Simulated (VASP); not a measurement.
Consider the following.

```xyz
4
Lattice="4.3639 0.0000 0.0000 -2.1819 3.7792 0.0000 0.0000 0.0000 4.9447" Properties=species:S:1:pos:R:3 pbc="T T T"
Nb     0.0000     2.5195     4.6356
Nb     2.1819     1.2597     2.1633
Si     0.0000     2.5195     2.1634
Si     2.1819     1.2597     4.6357
```

These are PBEsol GGA, VASP's PBE PAW potentials (set 64) (plane waves; VASP) values and carry that method's errors. Numerical set-up: 400 eV cut-off, 9×9×7 Γ-centred mesh, tetrahedra with Blöchl corrections, potentials Nb_sv Si.

The cores are frozen, which limits the accuracy of field gradients.

### Question
Give the principal components of the electric field gradient (V/Å²) and the asymmetry η at each nucleus.

### Answer

| atom | Vxx | Vyy | Vzz | η |
|---|---|---|---|---|
| Nb1 | 55.9 | 55.9 | -111.7 | 0.00 |
| Nb2 | 55.9 | 55.9 | -111.7 | 0.00 |
| Si3 | 4.9 | 4.9 | -9.7 | 0.00 |
| Si4 | 4.9 | 4.9 | -9.7 | 0.00 |

The structure was generated: NbSi was put into the wurtzite type (P6_3mc), which need not be its known phase. It was relaxed first, which changed the volume by -36 %. The relaxed cell has space group P6_3/mmc.
